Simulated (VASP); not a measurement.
Consider the following.

```
CELL_PARAMETERS angstrom
      0.00000     2.23111     2.23111
      2.23111     0.00000     2.23111
      2.23111     2.23111     0.00000
ATOMIC_POSITIONS crystal
  Hf 0.00000 0.00000 0.00000
  N  0.50000 0.50000 0.50000
```

The numbers are results of LDA (Ceperley-Alder, Perdew-Zunger), VASP's LDA PAW potentials (set 64) (plane waves; VASP), not measurements. Run with 520 eV cut-off, Gaussian smearing of 0.050 eV, potentials Hf_pv N.

Task: Give the energies of bands 5 to 10 at the high-symmetry points, in eV from the Fermi level.

Result: 
```
band      Γ      X      U      L      W
----  -----  -----  -----  -----  -----
5     -3.02  -5.30  -6.42  -9.08  -6.30
6     -3.02  -4.02  -5.47  -6.37  -5.46
7     -3.02  -3.64  -5.03  -6.37  -5.46
8     -0.44  -3.64  -0.91   3.42   1.15
9     -0.44   4.22   4.02   3.83   1.15
10    -0.44   5.76   4.61   3.83   5.78
```

It has no gap at this level: it comes out as a metal or semimetal.

The structure comes from a computed database's HfN entry (Fm-3m); how it stands against other phases isn't given here. It was relaxed first. The electron count is odd and the run is not spin-polarised, which forces a metal.
